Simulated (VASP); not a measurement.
All values below come from PBE GGA, VASP's PBE PAW potentials (set 64) (plane waves; VASP 6.6.1).

A VASP calculation is set up with these files.

INCAR:
```
ENCUT = 480
ALGO = Normal
PREC = Accurate
EDIFF = 1E-7   # SCF stop (eV)
SYSTEM = Rb
GGA = PE   # PBE
ISMEAR = 1   # Methfessel-Paxton
NELM = 100
LMAXMIX = 4
LWAVE = .False.
ISIF = 2
SIGMA = 0.1   # width (eV)
LCHARG = .False.
LREAL = .False.   # projection in real space or not
LASPH = .True.   # aspherical one-centre terms
```

File KPOINTS:
```
Automatic mesh
0
Gamma
8 8 8
0 0 0
```

**POSCAR**
```
Rb
4.9124570
 -0.5773503020   0.5773503020   0.5773503020
  0.5773503020  -0.5773503020   0.5773503020
  0.5773503020   0.5773503020  -0.5773503020
Rb
1
direct
  0.0000000000   0.0000000000   0.0000000000
```

POTCAR, in this order: Rb_sv (PBE.64 set). Program: vasp_std.

Output

OSZICAR:
```
       N       E                     dE             d eps       ncg     rms          rms(c)
DAV:   1     0.436562325752E+02    0.43656E+02   -0.32062E+03   464   0.772E+02
DAV:   2     0.151676957809E+01   -0.42139E+02   -0.41648E+02   496   0.134E+02
DAV:   3    -0.847448484270E+00   -0.23642E+01   -0.23634E+01   632   0.372E+01
DAV:   4    -0.927547149525E+00   -0.80099E-01   -0.80099E-01   744   0.546E+00
DAV:   5    -0.927909176633E+00   -0.36203E-03   -0.36203E-03   696   0.330E-01    0.122E+00
DAV:   6    -0.928487771766E+00   -0.57860E-03   -0.17816E-03   736   0.288E-01    0.734E-01
DAV:   7    -0.929409721132E+00   -0.92195E-03   -0.33159E-03   632   0.394E-01    0.452E-02
DAV:   8    -0.929524184219E+00   -0.11446E-03   -0.12464E-04   656   0.108E-01    0.161E-02
DAV:   9    -0.929532565824E+00   -0.83816E-05   -0.71499E-06   760   0.237E-02    0.449E-03
DAV:  10    -0.929532188213E+00    0.37761E-06   -0.28433E-06   720   0.110E-02    0.107E-03
DAV:  11    -0.929532212356E+00   -0.24143E-07   -0.62839E-08   544   0.203E-03
   1 F= -.92953221E+00 E0= -.92904718E+00  d E =-.145510E-02
```

File OUTCAR:
```
------------------------ aborting loop because EDIFF is reached ----------------------------------------
  FORCE on cell =-STRESS in cart. coord.  units (eV):
  Direction    XX          YY          ZZ          XY          YZ          ZX
  --------------------------------------------------------------------------------------
  Total        0.0008115      0.0008115      0.0008115      0.0000000      0.0000000     -0.0000000
  in kB        0.0142465      0.0142465      0.0142465      0.0000000      0.0000000     -0.0000000
  external PRESSURE =       0.0142465 kB  Pullay stress =       0.0000000 kB
  volume of cell :       91.26
      direct lattice vectors                 reciprocal lattice vectors
    -2.836208533  2.836208533  2.836208533     0.000000000  0.176291692  0.176291692
     2.836208533 -2.836208533  2.836208533     0.176291692  0.000000000  0.176291692
     2.836208533  2.836208533 -2.836208533     0.176291692  0.176291692  0.000000000
 POSITION                                       TOTAL-FORCE (eV/Angst)
 -----------------------------------------------------------------------------------
      0.00000      0.00000      0.00000        -0.000000      0.000000     -0.000000
 -----------------------------------------------------------------------------------
    total drift:                               -0.000000     -0.000000     -0.000000
  FREE ENERGIE OF THE ION-ELECTRON SYSTEM (eV)
  ---------------------------------------------------
  free  energy   TOTEN  =        -0.9295322124 eV

  energy  without entropy=       -0.9280771102  energy(sigma->0) =       -0.92904718
```
(Selected blocks of OUTCAR.)

The compound is Rb in the bcc structure. It was relaxed first.
